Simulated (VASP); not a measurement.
```
CELL_PARAMETERS angstrom
      1.62489    -4.97389     0.00000
      1.62489     4.97389     0.00000
      0.00000     0.00000     4.08275
ATOMIC_POSITIONS crystal
  P  0.10654 0.89346 0.92765
  P  0.39346 0.60654 0.42765
  P  0.60654 0.39346 0.57235
  P  0.89346 0.10654 0.07235
```

All values below come from PBE GGA with D3 dispersion (Becke-Johnson damping), VASP's PBE PAW potentials (set 64) (plane waves; VASP). Run with 520 eV cut-off, 10×10×7 Γ-centred mesh, first-order Methfessel-Paxton smearing of 0.10 eV, potentials P.

**Question.** The ions and cell shape at fixed volume are relaxed. What does this cell relax into?

**Answer.** 
```
CELL_PARAMETERS angstrom
      1.66416    -4.97801     0.00000
      1.66416     4.97801     0.00000
      0.00000     0.00000     3.98311
ATOMIC_POSITIONS crystal
  P  0.10938 0.89062 0.93505
  P  0.39062 0.60938 0.43505
  P  0.60938 0.39062 0.56495
  P  0.89062 0.10938 0.06495
```
Space group Cmce (64), at a tolerance of 0.03 Å.

**Question.** How much energy does the relaxation gain?

**Answer.** The energy (σ→0) changes by -13.1 meV/atom, in 9 ionic steps.

```csv
step,E(σ→0) (eV),max force (eV/Å),pressure (GPa),volume (Å³)
1,-22.8876,0.564,6.31,65.99
2,-22.9279,0.120,3.68,65.99
3,-22.9311,0.072,2.75,65.99
4,-22.9372,0.054,2.41,65.99
5,-22.9379,0.110,2.25,65.99
6,-22.9389,0.019,2.09,65.99
7,-22.9391,0.018,2.13,65.99
8,-22.9398,0.013,2.07,65.99
9,-22.9401,0.006,1.97,65.99
```

The compound is P in the black structure. This cell is one point of a volume scan, at 0.94 of the reference volume. Symmetry was kept, so distortions that lower it aren't found.
